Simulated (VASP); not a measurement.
Data:

```xyz
1
Lattice="0.0000 3.0400 3.0400 3.0400 0.0000 3.0400 3.0400 3.0400 0.0000" Properties=species:S:1:pos:R:3 pbc="T T T"
Sr     0.0000     0.0000     0.0000
```

Method: AM05 GGA, VASP's PBE PAW potentials (set 64) (plane waves; VASP 6.6.1). Settings: 520 eV cut-off, 9×9×9 Γ-centred mesh, first-order Methfessel-Paxton smearing of 0.10 eV, potentials Sr_sv.

Energy and stress use the plane-wave basis of the starting cell.

Q: The ions, cell shape and volume are relaxed. Give the cell that the relaxation ends in.

A: 
```xyz
1
Lattice="0.0000 2.9856 2.9856 2.9856 0.0000 2.9856 2.9856 2.9856 0.0000" Properties=species:S:1:pos:R:3 pbc="T T T"
Sr     0.0000     0.0000     0.0000
```
Space group Fm-3m (225), at a tolerance of 0.03 Å.

Q: How do energy and volume change from the first to the last step?

A: The energy (σ→0) changes by -6.4 meV/atom and the volume by -5.3 %, in 3 ionic steps.

The compound is Sr in the fcc structure. This run relaxes it. Symmetry was kept, so distortions that lower it aren't found.
